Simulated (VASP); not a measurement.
Output of a VASP run:

File OSZICAR:
```
       N       E                     dE             d eps       ncg     rms          rms(c)
DAV:   1    -0.887946542946E+01   -0.88795E+01   -0.18577E+00   416   0.948E+00    0.164E+01
DAV:   2    -0.889312415715E+01   -0.13659E-01   -0.58347E-02   527   0.199E+00    0.109E+01
DAV:   3    -0.889221897450E+01    0.90518E-03   -0.28344E-03   634   0.394E-01    0.689E+00
DAV:   4    -0.889168866097E+01    0.53031E-03   -0.17190E-04   481   0.130E-01    0.410E+00
DAV:   5    -0.889150766730E+01    0.18099E-03   -0.80472E-05   482   0.860E-02    0.243E+00
DAV:   6    -0.889145022500E+01    0.57442E-04   -0.25176E-05   464   0.497E-02    0.144E+00
DAV:   7    -0.889143260840E+01    0.17617E-04   -0.74080E-06   447   0.272E-02    0.851E-01
DAV:   8    -0.889142778864E+01    0.48198E-05   -0.26464E-06   446   0.150E-02    0.502E-01
DAV:   9    -0.889142655861E+01    0.12300E-05   -0.85839E-07   260   0.837E-03    0.297E-01
DAV:  10    -0.889142698345E+01   -0.42484E-06   -0.47445E-07   223   0.581E-03
   1 F= -.88914270E+01 E0= -.88912484E+01  d E =-.357089E-03
```

### OUTCAR
```
------------------------ aborting loop because EDIFF is reached ----------------------------------------
  FORCE on cell =-STRESS in cart. coord.  units (eV):
  Direction    XX          YY          ZZ          XY          YZ          ZX
  --------------------------------------------------------------------------------------
  Total       -1.9545479     -1.9545479     -1.9545479      0.0000000      0.0000000      0.0000000
  in kB      -41.6664274    -41.6664274    -41.6664274      0.0000000      0.0000000      0.0000000
  external PRESSURE =     -41.6664274 kB  Pullay stress =       0.0000000 kB
  volume of cell :       75.16
      direct lattice vectors                 reciprocal lattice vectors
     0.000000000  3.349501807  3.349501807    -0.149275931  0.149275931  0.149275931
     3.349501807  0.000000000  3.349501807     0.149275931 -0.149275931  0.149275931
     3.349501807  3.349501807  0.000000000     0.149275931  0.149275931 -0.149275931
  FREE ENERGIE OF THE ION-ELECTRON SYSTEM (eV)
  ---------------------------------------------------
  free  energy   TOTEN  =        -8.8914269835 eV

  energy  without entropy=       -8.8910698948  energy(sigma->0) =       -8.89124844

  exchange ACFDT corr.  =         0.00000000  see jH, gK, PRB 81, 115126
```
(Selected blocks of OUTCAR.)

File POSCAR:
```
InSb
1
    0.0000000000     3.3495018067     3.3495018067
    3.3495018067     0.0000000000     3.3495018067
    3.3495018067     3.3495018067     0.0000000000
In Sb
1 1
Direct
  0.0000000000   1.0000000000   0.0000000000
  0.2500000000   0.2500000000   0.2500000000
```

Problem. Write an INCAR and KPOINTS that could have produced this output.

Solution. Several could match; the one computed here: the input of the run itself, HSEsol screened hybrid, plane waves, VASP's PBE PAW potentials (set 64).

**KPOINTS**
```
Automatic mesh
0
G
  6 6 6
```

**INCAR**
```
AEXX=0.25
ALGO=Normal
EDIFF=1E-6
ENCUT=520
GGA=PS
HFSCREEN=0.2
ISIF=2
ISMEAR=0
ISYM=3
LASPH=T
LCHARG=F
LHFCALC=T
LMAXMIX=4
LREAL=F
LWAVE=F
NELM=60
PREC=Accurate
PRECFOCK=Fast
SIGMA=0.05
SYSTEM=InSb
```

POTCAR, in this order: In_d Sb (PBE.64 set). Program: vasp_std. Read from the step before: WAVECAR.

The compound is InSb in the zinc blende structure. This cell is one point of a volume scan, at 1.03 of the reference volume. The cell's shape comes from a PBE relaxation.
